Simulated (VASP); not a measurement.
Given:

```
CELL_PARAMETERS angstrom
      2.86458     0.00000     0.00000
      0.00000     2.86458     0.00000
      0.00000     0.00000     2.86458
ATOMIC_POSITIONS crystal
  B  0.00000 0.00000 0.00000
  As 0.50000 0.50000 0.50000
```

Method: PBEsol GGA, VASP's PBE PAW potentials (set 64) (plane waves; VASP). Settings: 620 eV cut-off, 13×13×13 Γ-centred mesh, first-order Methfessel-Paxton smearing of 0.10 eV, potentials B As.

Estimate the energy per atom (σ→0), pressure, band gap (on the k-mesh) with the smallest direct gap where there is one.

```yaml
band gap (on the k-mesh): none (metal, semimetal or under 0.01 eV)
energy per atom (σ→0): -4.631 eV/atom
pressure: 50.3 kbar
```

The absolute energy has meaning only against runs of the same code, potentials and settings.

The structure was generated: BAs was put into the CsCl type type (Pm-3m), which need not be its known phase. It was relaxed first under an external pressure of 5 GPa. VASP warned that the highest band is occupied, so more bands are needed.
